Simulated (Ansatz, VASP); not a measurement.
# LiSc3: VASP beside Ansatz, part 2 of 2

Wanted: the spread between two codes on one cell, functional and k mesh. The cell is generated by rule, not measured, and may not be a known phase. The cell is taken from a series of runs on this material, whose earlier steps may have relaxed, scaled, displaced or heated it; both programs get it as it stands.

VASP 6.6.1 and Ansatz 0.2.0.

So far: Set-up; VASP: zone-centre phonons, PBEsol.

The structure was built from a prototype and need not be the compound's stable phase.

## Step 3: Ansatz: zone-centre phonons, PBEsol

Level of this step: Ansatz beside VASP: Kohn-Sham DFT, plane waves, PBEsol (Ansatz).

Ansatz runs on its default PAW (the set named soft_2) files.

The same cell, functional, mesh and smearing now go to Ansatz, which takes its cutoff from its data sets.

input.yaml

```yaml
crystal:
  lattice:
    - [4.4755295906, 0.0, 0.0]
    - [0.0, 4.4755295906, 0.0]
    - [0.0, 0.0, 4.4755295906]
  atoms:
    - { symbol: Li, position: [0.0, 0.0, 0.0] }
    - { symbol: Sc, position: [0.5, 0.5, 0.0] }
    - { symbol: Sc, position: [0.5, 0.0, 0.5] }
    - { symbol: Sc, position: [0.0, 0.5, 0.5] }
kpoints:
  mp_grid: { grid: [12, 12, 12] }
hamiltonian:
  xc: pbesol
scf:
  occupations: { method: methfessel_paxton, width: 0.2 }
output:
  eigenvalues: true
phonons:
  method: dfpt
```

The run is started by

```
ansatz run input.yaml --threads 4 --pin off --max-ram 14336MiB --backend cpu --events-out ev --progress --plain --runs-dir out
```

Numbers of over 12 decimals in the logs are rounded to 6 here.

The log of the run:

```text
zone centre: on kpoints.mp_grid the ground state, and the responses unless they are solved on pairs of k-points, stand on 343 of the mesh's 1728 k-points, reduced under 8 symmetry operations, with k and −k counted as one. Each operation leaves every solved displacement unchanged or reverses it
Engine: ansatz 0.2.0, aarch64-unknown-linux-gnu
Pseudopotentials: kind: paw
Pseudopotential: Li, paw, valence charge 3, recommended cutoff 420 eV (normal), Li.paw.azcp
Pseudopotential: Sc, paw, valence charge 11, recommended cutoff 420 eV (normal), Sc.paw.azcp
Functional definition: PBEsol
  exchange = pbesol_x
  correlation = pbesol_c
Crystal: 4 atoms, lattice volume = 89.646 Å³
Basis set: ecut = 420 eV, 1743 PW (Γ), exchange–correlation on 60×60×60 points (8 copies of the dense FFT grid, shifted against one another)
Bands: 22, of which v1, the nominal top of the filled ones, is band 18 counted from 1 (17 counted from 0)
Symmetry: 48 space group operations
k-points: 343 of 1728 (irreducible under 8 space group operations)
Non-local potential: Li, projectors of the file, l = 0: 3, l = 1: 2, l = 2: 1
Non-local potential: Sc, projectors of the file, l = 0: 3, l = 1: 2, l = 2: 3, l = 3: 1
PAW form: soft (Blöchl's): semilocal exchange-correlation on the pseudo side does not see the compensation charge
PAW frozen core: Sc, regenerated for the run's functional, and the local potential with it (the file was generated under x = pbe(κ = 0.804, μ = 0.219515), c = pbe(β = 0.066725))
PAW one-centre angular grid: Li, 110 points (default); XC on 64 Gauss nodes
PAW one-centre angular grid: Sc, 590 points (default); XC on 64 Gauss nodes
Initial density: superposition of atomic densities (neutral atoms: chi_scale 0, normalization atom), corrected by the library's trained network
Initial wavefunctions: pseudopotential atomic-orbital guess
Functional: x = pbesol(κ = 0.804, μ = 0.123457), c = pbesol(β = 0.046)
SCF iter   1: F=—  HF=-6536.180653 eV  |F-HF|=—  |Δ(HF+E_count)|=         —  Δρ=4.67e-3  dr2=2.70e-2  ethr=1.77e-3  ⟨swp⟩=3.6  Hψ=62838  notcnv=0
automatic band count: the SCF goes on with 26 bands, as 22 were too few: they end inside the smearing window of the response
preconditioner: auto → Kerker (q_TF=auto, 2.343 Å⁻¹)  [metal: Δε(μ)=0.007 eV  Ē_g=2.683 eV  σ=0.200 eV  W_gap=0.03  n_scr=18 (ndim 8)  ℏωp=12.4 eV  f_vac=0.000  D(μ)=9.57/eV (n_scr^D=122)]
SCF iter   2: F=—  HF=-6536.174060 eV  |F-HF|=—  |Δ(HF+E_count)|=   6.59e-3  S|Δr|=    0.00e0  Δρ=2.13e-3  dr2=5.68e-3  ethr=7.49e-5  ⟨swp⟩=1.0  Hψ=11662  notcnv=0  defer=2
SCF iter   3: F=—  HF=-6536.172711 eV  |F-HF|=—  |Δ(HF+E_count)|=   1.35e-3  S|Δr|=    0.00e0  Δρ=6.11e-4  dr2=4.25e-4  ethr=1.58e-5  ⟨swp⟩=2.2  Hψ=10987  notcnv=0  defer=2
SCF iter   4: F=—  HF=-6536.172612 eV  |F-HF|=—  |Δ(HF+E_count)|=   9.98e-5  S|Δr|=    0.00e0  Δρ=1.02e-4  dr2=1.78e-5  ethr=1.18e-6  ⟨swp⟩=2.0  Hψ=9550  notcnv=0  defer=2
SCF iter   5: F=—  HF=-6536.172609 eV  |F-HF|=—  |Δ(HF+E_count)|=   2.72e-6  S|Δr|=    0.00e0  Δρ=2.76e-5  dr2=7.14e-7  ethr=4.95e-8  ⟨swp⟩=2.0  Hψ=10312  notcnv=0  defer=2
SCF iter   6: F=—  HF=-6536.172610 eV  |F-HF|=—  |Δ(HF+E_count)|=   8.19e-7  S|Δr|=    0.00e0  Δρ=8.08e-6  dr2=8.04e-8  ethr=1.98e-9  ⟨swp⟩=2.8  Hψ=15293  notcnv=0  defer=2
SCF iter   7: F=—  HF=-6536.172610 eV  |F-HF|=—  |Δ(HF+E_count)|=   1.60e-8  S|Δr|=    0.00e0  Δρ=1.61e-6  dr2=2.43e-9  ethr=2.23e-10  ⟨swp⟩=2.0  Hψ=13558  notcnv=0  defer=2
SCF iter   8: F=—  HF=-6536.172610 eV  |F-HF|=—  |Δ(HF+E_count)|=  4.49e-10  S|Δr|=    0.00e0  Δρ=2.76e-7  dr2=8.42e-11  ethr=6.76e-12  ⟨swp⟩=2.0  Hψ=13723  notcnv=0  defer=2
SCF iter   9: F=-6536.172610 eV  HF=-6536.172610 eV  |F-HF|=0.00e0  |Δ(HF+E_count)|=  1.82e-12  S|Δr|=    0.00e0  Δρ=3.12e-8  dr2=7.73e-13  ethr=1.00e-12  ⟨swp⟩=6.1  Hψ=33407  notcnv=0
SCF 1 converged in 9 iterations: F = -6536.172610 eV  dr2 = 7.73e-13
  greatest PAW one-centre occupation: 1.000 electrons in one spin orbital (limit 2), on the Li atom at site 0 (counted from 0), in its partial waves of l = 0
DFPT response loops at Γ: preconditioner auto → Kerker (q_TF=auto, 2.343 Å⁻¹) (partly filled bands, converged f_vac=0.000); β = 1.00, the filter's whole step (`scf.mixing.beta` (0.50) is not read by the response loops under this deck's `scf.mixing.preconditioner`; to damp them name `kerker` or `kerker_dos`, under which they read `scf.mixing.beta`, and type it under 1.00, their step now; both keys bind the ground state too); Broyden in place of MSR1
SCF converged after 9 iterations
Stability not checked: this state was not tested for a lower state beside it, because cold or Methfessel-Paxton smearing, or corrected tetrahedra, fill the levels in a way that the test cannot read (fill_not_monotonic; see scf.lower_state_search)
Free energy (F): -6536.172610 eV
Harris-Foulkes:  -6536.172610 eV  (|F-HF|=0.00e0)
Internal energy: -6536.157870 eV  (E = F + TS)
E sigma→0 (E₀):  -6536.168925 eV
Entropy (-TS):   -0.014740 eV (-3.685 meV/atom)
Fermi energy:    7.904955 eV
--- Per-component energies (eV) ---
  E_band       = -617.704524
  E_kinetic    = 802.900286
  E_local      = -2839.780432  (includes V_loc(G=0)·N_el)
  E_nonlocal   = 222.087283
  E_hartree    = 977.234757
  E_xc         = -318.762758
  E_vxc        = -396.937051  (∫ρ·V_xc dr)
  E_paw        = -2816.385792  (= ΣΔE_a)
  E_vpaw       = -360.444169  (= ΣTr[D̂ρ^β])
  E_aug_tail   = 0.000041  (compensation charges beyond the density's cutoff)
  E_ewald      = -2563.838330
  E_core_change = 0.387075  (= ΣΔE_core)
  E_smearing   = -0.014740  (= −TS)
  E_closure    = 0.000000  (closes the sum)
  Σ components = -6536.172610   (vs F -6536.172610, Δ=0.00e0)
--- Band table (eV; the first three rows and the last of 343) ---
  k-point 0: bands = [... 14 lower, 6.1391, 7.3009, 7.3009, 7.6661, 7.6661, 7.6661, 9.8382, 9.8382, ... 4 higher]
  k-point 1: bands = [... 14 lower, 6.1680, 7.2325, 7.3548, 7.6804, 7.6804, 7.6859, 9.6773, 9.6773, ... 4 higher]
  k-point 2: bands = [... 14 lower, 6.2365, 7.0406, 7.5120, 7.7209, 7.7209, 7.7424, 9.4130, 9.4130, ... 4 higher]
  k-point 342: bands = [... 14 lower, 6.6218, 6.6218, 6.6218, 8.1147, 8.1147, 8.1147, 8.2540, 9.2752, ... 4 higher]
--- Phonons (Γ-DFPT): 3 representative perturbations + reference, on 343 of 1728 k-points (Σ response iterations 9) ---
  k mesh reduced under 8 symmetry operations, with k and −k counted as one. Each operation leaves every solved displacement unchanged or reverses it
  ASR residual: 2.155e-5 → 0.000e0 eV/Å²; symmetrization residual: 1.604e-6 eV/Å²
  ASR residual per site (eV/Å²): 4.43e-6 2.16e-5 2.16e-5 2.16e-5
  Γ frequencies (cm⁻¹): 0.00 0.00 0.00 133.40 133.40 133.40 236.50 236.50 236.50 320.18 320.18 320.18
  non-analytic LO–TO correction: not included (Born effective charges unavailable; polar crystals: no LO–TO splitting at Γ)
```

## Step 4: Side by side

Known differences besides the potentials themselves: the cutoff is 420 eV in Ansatz and 750 eV in VASP; Ansatz makes its cores anew for this functional, VASP keeps those of its PBE data sets. Total energies have different zeros and are not compared.

Compared:

```
                  quantity  Ansatz   VASP  difference
optical mode 1 to 3 (cm⁻¹)   133.4  134.8     -1.00 %
optical mode 4 to 6 (cm⁻¹)   236.5  237.4     -0.38 %
optical mode 7 to 9 (cm⁻¹)   320.2  331.2     -3.34 %
```

Modes are paired by rising frequency, not by their patterns, so a pair may set unlike modes beside each other; they are those without the splitting of longitudinal modes.

## Step 5: What came out

- r.m.s. difference of the optical zone-centre modes, each program's sorted by frequency (zone-centre phonons, PBEsol): 6.5 cm⁻¹
- difference in optical mode 7 to 9 (zone-centre phonons, PBEsol): -3.3 %

What this shows: The r.m.s. difference of the optical zone-centre modes, each program's sorted by frequency is 6.5 cm⁻¹ (zone-centre phonons, PBEsol). Among the rows given in per cent, the largest difference of the zone-centre phonons, PBEsol pair is in optical mode 7 to 9, -3.3 %. Such differences can come from data sets, numerical settings and the points named under the comparisons, not from the functional's error against experiment.

[Lines on the potential files, build, host, timing and source positions are cut from VASP's logs without a mark.]

[Logs are printed without paths, hosts, clocks, repeated set-up lines and the standing remarks that a program may print on its own settings, such as how far it seeks lower states.]

[Hosts, paths, dates, database ids (printed as entryN), source tags and the programs' standing remarks are cut or masked in the printed files.]
